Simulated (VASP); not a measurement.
Set up this calculation in VASP 6.6.1, as the native input.

| Property | Result |
| --- | --- |
| Task | single point |
| Functional | PBE |
| Potentials or basis | VASP PAW PBE potentials, release 64 (Be, Cd) |
| Cutoff | 520 eV |
| k mesh | 12 × 12 × 1 |
| Occupations | gaussian, width 0.1 eV |
| Spin | no spin polarisation |
| Dipole correction | yes |
| Further INCAR settings | ALGO = Fast; EDIFF = 1e-06; NBANDS = 17 |

The structure of Be3Cd lies in POSCAR:

```
Be3Cd
1.0
    4.7081448989      0.0000000000      0.0000000000
   -2.3540724495      4.0773730872      0.0000000000
    0.0000000000      0.0000000000     23.8000000000
Be Cd
3 1
Direct
    0.5000000000      0.0000000000      0.2941176471
    0.0000000000      0.5000000000      0.2941176471
    0.5000000000      0.5000000000      0.2941176471
    0.0000000000      0.0000000000      0.2941176471
```

The cell was built by a generator and needn't be a form met in nature.

The input as run:

INCAR

```
PREC     = Accurate       # precision mode
ENCUT    = 520            # plane-wave cutoff, eV
EDIFF    = 1E-6           # SCF threshold, eV
ISMEAR   = 0              # smearing method
SIGMA    = 0.1            # smearing width, eV
LREAL    = False          # projectors in reciprocal space
LASPH    = True           # aspherical terms in the spheres
NELM     = 100            # most SCF steps
ALGO     = Fast           # electronic algorithm
ISIF     = 2              # what is computed and relaxed
LWAVE    = False          # write WAVECAR
LCHARG   = False          # write CHGCAR
LDIPOL   = True         
IDIPOL   = 3            
DIPOL    = 0.5 0.5 0.294
GGA      = PE             # functional
NBANDS   = 17             # bands
```

KPOINTS

```
regular mesh
0
Gamma
  12 12 1
```

Potentials or basis: VASP PAW PBE potentials, release 64 (Be, Cd).

The run is started by

```console
$ cat potpaw_PBE.64/Be/POTCAR potpaw_PBE.64/Cd/POTCAR > POTCAR
$ mpirun -np 1 vasp_std > vasp.out
```

Results of the run:

```json
{"Band gap on the k mesh": "none (metal or under the smearing width)"}
```

Run time: 2.7 min on 1 thread of AMD EPYC 9R45 96-Core Processor (Zen 5), on a shared host, peak memory 0.57 GiB.
